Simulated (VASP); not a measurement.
Crystal: LaPRuO.

```
La P Ru O
1.0
     4.04800    0.00000    0.00000
     0.00000    4.04800    0.00000
     0.00000    0.00000    8.41000
La P Ru O
2 2 2 2
Direct
  0.00000 0.50000 0.84906
  0.50000 0.00000 0.15094
  0.50000 0.00000 0.64705
  0.00000 0.50000 0.35295
  0.00000 0.00000 0.50000
  0.50000 0.50000 0.50000
  0.50000 0.50000 0.00000
  0.00000 0.00000 0.00000
```

The cell was built by a generator and needn't be a form met in nature.

| Quantity | Value |
| --- | --- |
| Program | VASP 6.6.1 |
| Task | relaxation of cell and atoms |
| Functional | PBE |
| Potentials or basis | VASP PAW PBE potentials, release 64 (La, P, Ru_pv, O) |
| Cutoff | 600 eV |
| k mesh | 8 × 8 × 4 |
| Occupations | gaussian, width 0.02 eV |
| Spin | no spin polarisation |

At the start: pressure -1.3 GPa; volume 17.23 Å³/atom.

**Question.** How do energy, volume and symmetry change on relaxing?

**Answer.** Over 15 steps the energy falls by 18.4 meV/atom and the volume is 17.52 Å³/atom (+1.7 %); space group P4/nmm (No. 129, to 0.05 Å).

Step by step:
```
step  energy change (eV)  largest force (eV/Å)  pressure (GPa)  volume (Å³)
   1              0.0000                1.0998           -1.29       137.81
   2             -0.0760                0.2575            4.38       135.06
   3             -0.0859                0.4025            2.82       135.76
   4             -0.1418                0.1700           -0.12       140.05
   5             -0.1420                0.1593            0.01       139.85
   6             -0.1458                0.0362           -0.03       140.02
   7             -0.1465                0.0408           -0.05       140.12
   8             -0.1468                0.0165            0.15       140.02
   9             -0.1468                0.0167            0.14       140.02
  10             -0.1469                0.0235           -0.09       140.29
  11             -0.1469                0.0071            0.00       140.18
  12             -0.1469                0.0066            0.00       140.18
  13             -0.1469                0.0050            0.08       140.10
  14             -0.1469                0.0062            0.01       140.18
  15             -0.1469                0.0029            0.00       140.20
```

Final structure:
```
La P Ru O
1.0
     4.06171    0.00000    0.00000
     0.00000    4.06171    0.00000
     0.00000    0.00000    8.49805
La P Ru O
2 2 2 2
Direct
  0.00000 0.50000 0.85529
  0.50000 0.00000 0.14471
  0.50000 0.00000 0.63610
  0.00000 0.50000 0.36390
  0.00000 0.00000 0.50000
  0.50000 0.50000 0.50000
  0.50000 0.50000 0.00000
  0.00000 0.00000 0.00000
```
